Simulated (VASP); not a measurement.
Method: PBE GGA, VASP's PBE PAW potentials (set 64) (plane waves; VASP).

Input for VASP

### POSCAR
```
BN
2.6226150
  0.0000000000   0.7071068380   0.7071068380
  0.7071068380   0.0000000000   0.7071068380
  0.7071068380   0.7071068380   0.0000000000
B N
1 1
Cart
  0.0000000000   0.0000000000   0.0000000000
  0.3535534190   0.3535534190   0.3535534190
```

**INCAR**
```
ALGO = Normal
EDIFF = 1E-8
ENCUT = 500
GGA = PE
ISMEAR = 0
LASPH = .TRUE.
LCHARG = .FALSE.
LREAL = .FALSE.
LWAVE = .TRUE.
NELM = 100
PREC = Normal
SIGMA = 0.01
SYSTEM = BN
```

File KPOINTS:
```
Automatic mesh
0
Gamma
6 6 6
0 0 0
```

POTCAR, in this order: B_GW N_GW_new (PBE.64 set). Program: vasp_std.

The resulting files:

**OSZICAR**
```
       N       E                     dE             d eps       ncg     rms          rms(c)
DAV:   1     0.279862499955E+02    0.27986E+02   -0.50226E+03   256   0.108E+03
DAV:   2    -0.177224498897E+02   -0.45709E+02   -0.44653E+02   384   0.299E+02
DAV:   3    -0.182420316784E+02   -0.51958E+00   -0.51958E+00   320   0.305E+01
DAV:   4    -0.182434666018E+02   -0.14349E-02   -0.14349E-02   400   0.198E+00
DAV:   5    -0.182434671842E+02   -0.58243E-06   -0.58243E-06   304   0.324E-02    0.565E+00
DAV:   6    -0.174601979380E+02    0.78327E+00   -0.34569E+00   400   0.209E+01    0.226E+00
DAV:   7    -0.174030468375E+02    0.57151E-01   -0.55018E-02   344   0.310E+00    0.124E+00
DAV:   8    -0.173901033117E+02    0.12944E-01   -0.40570E-02   384   0.231E+00    0.138E-01
DAV:   9    -0.173904484452E+02   -0.34513E-03   -0.11456E-03   304   0.405E-01    0.307E-02
DAV:  10    -0.173904376060E+02    0.10839E-04   -0.88767E-05   376   0.127E-01    0.952E-03
DAV:  11    -0.173904428777E+02   -0.52717E-05   -0.93495E-06   272   0.352E-02    0.337E-03
DAV:  12    -0.173904427804E+02    0.97307E-07   -0.83181E-07   360   0.126E-02    0.657E-04
DAV:  13    -0.173904428272E+02   -0.46806E-07   -0.76888E-08   328   0.359E-03    0.237E-04
DAV:  14    -0.173904428249E+02    0.23550E-08   -0.37932E-09   144   0.917E-04
   1 F= -.17390443E+02 E0= -.17390443E+02  d E =-.118416E-16
```

### OUTCAR
```
------------------------ aborting loop because EDIFF is reached ----------------------------------------
  FORCE on cell =-STRESS in cart. coord.  units (eV):
  Direction    XX          YY          ZZ          XY          YZ          ZX
  --------------------------------------------------------------------------------------
  Total       -1.8099360     -1.8099360     -1.8099360      0.0000000      0.0000000     -0.0000000
  in kB     -227.3448286   -227.3448286   -227.3448286      0.0000000      0.0000000     -0.0000000
  external PRESSURE =    -227.3448286 kB  Pullay stress =       0.0000000 kB
  volume of cell :       12.76
      direct lattice vectors                 reciprocal lattice vectors
     0.000000000  1.854469000  1.854469000    -0.269618958  0.269618958  0.269618958
     1.854469000  0.000000000  1.854469000     0.269618958 -0.269618958  0.269618958
     1.854469000  1.854469000  0.000000000     0.269618958  0.269618958 -0.269618958
  FREE ENERGIE OF THE ION-ELECTRON SYSTEM (eV)
  ---------------------------------------------------
  free  energy   TOTEN  =       -17.3904428249 eV

  energy  without entropy=      -17.3904428249  energy(sigma->0) =      -17.39044282
```
(Selected blocks of OUTCAR.)

The compound is BN in the zinc blende structure. This cell is one point of a volume scan, at 1.08 of the reference volume. The k-mesh is coarse (spacing up to 0.49 per Å, 2π included), so the numbers may not be converged in it.
